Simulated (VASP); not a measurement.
These are r2SCAN meta-GGA, VASP's PBE PAW potentials (set 64) (plane waves; VASP 6.6.1) values and carry that method's errors.

The input files of a VASP run:

**INCAR**
```
SYSTEM = ZrGe
PREC = Accurate; ENCUT = 400; LREAL = .FALSE.
LASPH = .TRUE.
EDIFF = 1E-7; NELM = 100; ALGO = Normal
LMAXMIX = 4; LMIXTAU = .TRUE.
ISMEAR = -5
METAGGA = R2SCAN
ISIF = 2
LWAVE = .FALSE.; LCHARG = .FALSE.; LORBIT = 11
NEDOS = 601
LEFG = .TRUE.
```

File POSCAR:
```
ZrGe
7.1024130
  1.0000000595   0.0000000000   0.0000000000
  0.0000000000   0.5494539821   0.0000000000
  0.0000000000   0.0000000000   0.7616553921
Zr Ge
4 4
Direct
  0.1764646773   0.2500000000   0.6306938335
  0.8235353227   0.7500000000   0.3693061665
  0.3235353227   0.7500000000   0.1306938335
  0.6764646773   0.2500000000   0.8693061665
  0.0481858610   0.2500000000   0.1523945459
  0.9518141390   0.7500000000   0.8476054541
  0.4518141390   0.7500000000   0.6523945459
  0.5481858610   0.2500000000   0.3476054541
```

KPOINTS:
```
Automatic mesh
0
Gamma
5 9 7
0 0 0
```

KPOINTS_OPT:
```
k-points along high-symmetry lines
5
Line-mode
Reciprocal
  0.000000   0.000000   0.000000 ! GAMMA
  0.500000   0.000000   0.000000 ! X

  0.500000   0.000000   0.000000 ! X
  0.500000   0.500000   0.000000 ! S

  0.500000   0.500000   0.000000 ! S
  0.000000   0.500000   0.000000 ! Y

  0.000000   0.500000   0.000000 ! Y
  0.000000   0.000000   0.000000 ! GAMMA

  0.000000   0.000000   0.000000 ! GAMMA
  0.000000   0.000000   0.500000 ! Z

  0.000000   0.000000   0.500000 ! Z
  0.500000   0.000000   0.500000 ! U

  0.500000   0.000000   0.500000 ! U
  0.500000   0.500000   0.500000 ! R

  0.500000   0.500000   0.500000 ! R
  0.000000   0.500000   0.500000 ! T

  0.000000   0.500000   0.500000 ! T
  0.000000   0.000000   0.500000 ! Z

  0.500000   0.000000   0.000000 ! X
  0.500000   0.000000   0.500000 ! U

  0.000000   0.500000   0.000000 ! Y
  0.000000   0.500000   0.500000 ! T

  0.500000   0.500000   0.000000 ! S
  0.500000   0.500000   0.500000 ! R
```

POTCAR, in this order: Zr_sv Ge_d (PBE.64 set). Program: vasp_std.

Output

**OSZICAR**
```
       N       E                     dE             d eps       ncg     rms          rms(c)
DAV:   1     0.136733902800E+04    0.13673E+04   -0.41880E+04  9948   0.351E+03
DAV:   2     0.125115026039E+03   -0.12422E+04   -0.11979E+04  7536   0.103E+03
DAV:   3    -0.145357688959E+03   -0.27047E+03   -0.26317E+03  8280   0.272E+02
DAV:   4    -0.181776442685E+03   -0.36419E+02   -0.35920E+02 11392   0.940E+01
DAV:   5    -0.184690737718E+03   -0.29143E+01   -0.28972E+01 12096   0.222E+01    0.306E+01
DAV:   6    -0.161776372939E+03    0.22914E+02   -0.17129E+01 13230   0.432E+01    0.849E+00
DAV:   7    -0.149657827793E+03    0.12119E+02   -0.72768E+00  8458   0.132E+01    0.242E+00
DAV:   8    -0.152192039990E+03   -0.25342E+01   -0.40448E+00  8582   0.737E+00    0.161E+00
DAV:   9    -0.153168365349E+03   -0.97633E+00   -0.31244E-01  9466   0.288E+00    0.111E+00
DAV:  10    -0.153173643738E+03   -0.52784E-02   -0.13062E-01 10260   0.180E+00    0.359E-01
DAV:  11    -0.153504229793E+03   -0.33059E+00   -0.25102E-01  8032   0.217E+00    0.228E-01
DAV:  12    -0.153507630843E+03   -0.34010E-02   -0.12171E-02  9682   0.507E-01    0.132E-01
DAV:  13    -0.153509597196E+03   -0.19664E-02   -0.84047E-03  9280   0.414E-01    0.177E-01
DAV:  14    -0.153509886113E+03   -0.28892E-03   -0.40581E-03  8382   0.284E-01    0.652E-02
DAV:  15    -0.153510253534E+03   -0.36742E-03   -0.72831E-04 10076   0.142E-01    0.186E-02
DAV:  16    -0.153510875529E+03   -0.62199E-03   -0.29517E-04  8602   0.694E-02    0.130E-02
DAV:  17    -0.153510932931E+03   -0.57402E-04   -0.16655E-04  8530   0.584E-02    0.128E-02
DAV:  18    -0.153510943784E+03   -0.10853E-04   -0.14532E-05 10954   0.154E-02    0.821E-03
DAV:  19    -0.153510937749E+03    0.60348E-05   -0.15850E-05  8980   0.160E-02    0.409E-03
DAV:  20    -0.153510955784E+03   -0.18035E-04   -0.70767E-06  7932   0.112E-02    0.252E-03
DAV:  21    -0.153510959147E+03   -0.33626E-05   -0.15815E-06  8592   0.522E-03    0.954E-04
DAV:  22    -0.153510958484E+03    0.66270E-06   -0.24653E-07  6334   0.237E-03    0.913E-04
DAV:  23    -0.153510958752E+03   -0.26836E-06   -0.11825E-07  5132   0.196E-03    0.610E-04
DAV:  24    -0.153510959340E+03   -0.58821E-06   -0.29425E-08  4746   0.112E-03    0.296E-04
DAV:  25    -0.153510959563E+03   -0.22241E-06   -0.28271E-08  4692   0.937E-04    0.179E-04
DAV:  26    -0.153510959615E+03   -0.52538E-07   -0.50372E-09  4656   0.536E-04
   1 F= -.15351096E+03 E0= -.15351096E+03  d E =0.000000E+00
       N       E                     dE             ncg
```

**OUTCAR**
```
------------------------ aborting loop because EDIFF is reached ----------------------------------------
  FORCE on cell =-STRESS in cart. coord.  units (eV):
  Direction    XX          YY          ZZ          XY          YZ          ZX
  --------------------------------------------------------------------------------------
  Total       -0.0421133      0.4287691     -0.0537373      0.0000000      0.0000000      0.0000000
  in kB       -0.4500098      4.5816975     -0.5742203      0.0000000      0.0000000      0.0000000
  external PRESSURE =       1.1858225 kB  Pullay stress =       0.0000000 kB
  volume of cell :      149.94
      direct lattice vectors                 reciprocal lattice vectors
     7.102413423  0.000000000  0.000000000     0.140797211  0.000000000  0.000000000
     0.000000000  3.902449106  0.000000000     0.000000000  0.256249338  0.000000000
     0.000000000  0.000000000  5.409591159     0.000000000  0.000000000  0.184856853
 POSITION                                       TOTAL-FORCE (eV/Angst)
 -----------------------------------------------------------------------------------
      1.25333      0.97561      3.41180        -0.013727      0.000000     -0.002339
      5.84909      2.92684      1.99780         0.013727      0.000000      0.002339
      2.29788      2.92684      0.70700         0.013727      0.000000     -0.002339
      4.80453      0.97561      4.70259        -0.013727      0.000000      0.002339
      0.34224      0.97561      0.82439         0.022046     -0.000000      0.014787
      6.76018      2.92684      4.58520        -0.022046      0.000000     -0.014787
      3.20897      2.92684      3.52919        -0.022046      0.000000      0.014787
      3.89344      0.97561      1.88040         0.022046     -0.000000     -0.014787
 -----------------------------------------------------------------------------------
    total drift:                                0.000000     -0.000000     -0.000000
  FREE ENERGIE OF THE ION-ELECTRON SYSTEM (eV)
  ---------------------------------------------------
  free  energy   TOTEN  =      -153.5109596153 eV

  energy  without entropy=     -153.5109596153  energy(sigma->0) =     -153.51095962

 total charge

# of ion       s       p       d       tot
------------------------------------------
    1        2.141   5.983   1.642   9.765
    2        2.141   5.983   1.642   9.765
    3        2.141   5.983   1.642   9.765
    4        2.141   5.983   1.642   9.765
    5        1.106   1.384  10.049  12.539
    6        1.106   1.384  10.049  12.539
    7        1.106   1.384  10.049  12.539
    8        1.106   1.384  10.049  12.539
--------------------------------------------------
tot         12.987  29.465  46.763  89.216
```
(Selected blocks of OUTCAR.)

For a metal the tetrahedron method with Blöchl corrections gives inexact stress and forces.

The structure comes from a computed database's ZrGe entry (Pnma); how it stands against other phases isn't given here. It was relaxed first.
